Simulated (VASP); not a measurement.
Here is the system:

```yaml
crystal:
  lattice:
    - [4.01543, 0.00000, 0.00000]
    - [-2.00772, 3.47746, 0.00000]
    - [0.00000, 0.00000, 6.81288]
  atoms:
    - { symbol: Ca, position: [0.00000, 0.00000, 0.00000] }
    - { symbol: Zn, position: [0.33333, 0.66667, 0.63328] }
    - { symbol: Zn, position: [0.66667, 0.33333, 0.36672] }
    - { symbol: P, position: [0.66667, 0.33333, 0.73625] }
    - { symbol: P, position: [0.33333, 0.66667, 0.26375] }
```

Level of theory: LDA (Ceperley-Alder, Perdew-Zunger), VASP's LDA PAW potentials (set 64) (plane waves; VASP). Run with 300 eV cut-off, 8×8×4 Γ-centred mesh, Fermi-Dirac smearing of 0.050 eV, potentials Ca_sv Zn P.

### Question
Give the energies of bands 15 to 25 at the high-symmetry points, in eV from the valence-band maximum.

### Answer

```
band      Γ      M      K      A      L      H
----  -----  -----  -----  -----  -----  -----
15    -7.09  -7.10  -6.90  -7.10  -7.10  -6.89
16    -7.09  -6.98  -6.90  -7.10  -6.97  -6.89
17    -5.48  -5.79  -5.12  -4.17  -5.73  -5.30
18    -1.37  -4.63  -5.12  -2.22  -5.23  -5.30
19    -1.37  -3.20  -4.55  -0.87  -2.78  -4.18
20    -0.08  -2.54  -2.54  -0.87  -2.70  -3.05
21     0.00  -2.31  -2.54  -0.77  -1.25  -1.94
22     0.00  -1.52  -2.42  -0.77  -1.20  -1.94
23     0.89   0.70   2.84   0.91   1.02   1.98
24     1.59   2.75   3.15   2.11   1.68   1.98
25     2.11   2.87   3.15   2.62   2.31   3.87
```

The gap is indirect, 0.70 eV, from the valence maximum at Γ to the conduction minimum at M.

The structure comes from a computed database's CaZn2P2 entry; how it stands against other phases isn't given here. The cell was not relaxed at this level.
